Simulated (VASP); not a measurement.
## LaN (relaxed from the CsCl type structure, space group Pm-3m): computed properties

Calculation: r2SCAN meta-GGA, VASP's PBE PAW potentials (set 64) (plane waves; VASP).

```json
{
 "space_group": "Pm-3m (221)",
 "cell": "a = b = c = 3.163 Å, α = β = γ = 90.00°",
 "volume_per_atom": "15.82 Å³/atom",
 "band gap (over mesh and band path)": "none (metal, semimetal or under 0.01 eV)",
 "density": "8.02 g/cm³"
}
```

```
CELL_PARAMETERS angstrom
      3.16318     0.00000     0.00000
      0.00000     3.16318     0.00000
      0.00000     0.00000     3.16318
ATOMIC_POSITIONS crystal
  La 0.00000 0.00000 0.00000
  N  0.50000 0.50000 0.50000
```

The structure was generated: LaN was put into the CsCl type type (Pm-3m), which need not be its known phase. It was relaxed first, which changed the volume by -33 %. Symmetry was kept, so distortions that lower it aren't found.
